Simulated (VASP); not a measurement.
Input:

```xyz
1
Lattice="-1.4858 1.4858 1.4858 1.4858 -1.4858 1.4858 1.4858 1.4858 -1.4858" Properties=species:S:1:pos:R:3 pbc="T T T"
V      0.0000     0.0000     0.0000
```

The numbers are results of TPSS meta-GGA, VASP's PBE PAW potentials (set 64) (plane waves; VASP 6.6.1), not measurements. Run with 520 eV cut-off, 19×19×19 Γ-centred mesh, tetrahedra with Blöchl corrections, potentials V_sv.

Task: Predict the energy per atom (σ→0), band gap (over mesh and band path) with the smallest direct gap where there is one.

Result: 
```json
{
  "band gap (over mesh and band path)": "none (metal, semimetal or under 0.01 eV)",
  "energy per atom (σ→0)": "-16.265 eV/atom"
}
```

Only differences to runs with the same potentials and settings are physical.

The compound is V in the bcc structure. It was relaxed first, which changed the volume by -6 %. The run is not spin-polarised, so no magnetic state was tried.
